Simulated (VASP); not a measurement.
```
TaS2
1.0
    3.29522     0.00000     0.00000
   -1.64761     2.85375     0.00000
    0.00000     0.00000    17.84824
Ta S
1 2
Direct
  0.66667   0.33333   0.50000
  0.33333   0.66667   0.41267
  0.33333   0.66667   0.58733
```

The numbers are results of PBEsol GGA, VASP's PBE PAW potentials (set 64) (plane waves; VASP), not measurements. Numerical set-up: 400 eV cut-off, Gaussian smearing of 0.050 eV, potentials Ta_pv S.

The cell holds a wide vacuum, so values per volume refer to the whole cell. Unless said otherwise, spin-orbit coupling is left out, though it shifts the bands of the heavy elements here.

Q: Estimate the band gap (along the path) with the smallest direct gap where there is one.

A: 
```yaml
band gap (along the path): none (metal, semimetal or under 0.01 eV)
```

The absolute energy has meaning only against runs of the same code, potentials and settings.

The cell is a sheet with vacuum, built from a generated structure.
